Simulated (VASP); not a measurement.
A run of VASP 6.6.1:

INCAR

```
ALGO     = Fast           # electronic algorithm
EDIFF    = 1E-6           # SCF threshold, eV
ENCUT    = 520            # plane-wave cutoff, eV
GGA      = PE             # functional
ISIF     = 2              # what is computed and relaxed
ISMEAR   = 0              # smearing method
LASPH    = T              # aspherical terms in the spheres
LCHARG   = F              # write CHGCAR
LREAL    = Auto         
LWAVE    = F              # write WAVECAR
NBANDS   = 32             # bands
NELM     = 100            # most SCF steps
PREC     = Accurate       # precision mode
SIGMA    = 0.1            # smearing width, eV
```

File KPOINTS:

```
k-points
0
Gamma
  5 5 1
```

Contents of POSCAR:

```
LiBe16
1.0
    4.5800000000      0.0000000000      0.0000000000
    2.2900000000      3.9663960000      0.0000000000
    0.0000000000      0.0000000000     18.3826450000
Be Li
16 1
Direct
   -0.1666666667      0.3333333333      0.0543990813
    0.3333333333      0.3333333333      0.0543990813
   -0.1666666667      0.8333333333      0.0543990813
    0.3333333333      0.8333333333      0.0543990813
    0.0001924621     -0.0007805575      0.1558613573
    0.5007482691     -0.0006781975      0.1561558742
   -0.0001214227      0.5006131511      0.1555726067
    0.4999160096      0.5002173258      0.1549896111
   -0.1646325530      0.3317843201      0.2557662404
    0.3332830318      0.3329907049      0.2548308472
   -0.1674547182      0.8339046328      0.2565843490
    0.3331410044      0.8341852402      0.2554428919
    0.0005228071     -0.0007006360      0.3568906977
    0.4991551140      0.0006814751      0.3610636554
    0.0000408916      0.4988566447      0.3545381527
    0.5039076646      0.4979641468      0.3501181685
    0.2618093775      0.5838930354      0.4631257363
```

Potentials or basis: VASP PAW PBE potentials, release 64 (Be, Li_sv).

Run with:

```sh
$ cat potpaw_PBE.64/Be/POTCAR potpaw_PBE.64/Li_sv/POTCAR > POTCAR
$ mpirun -np 1 vasp_std > vasp.out
```

Hardware: 1 thread of Intel(R) Xeon(R) Platinum 8488C (Sapphire Rapids), with other jobs on the host.

Q: Estimate the wall time of this run.

A: Run time: 4.3 min on 1 thread of Intel(R) Xeon(R) Platinum 8488C (Sapphire Rapids), with other jobs on the host, peak memory 0.44 GiB. Counts: scf iterations 24, k points 13.
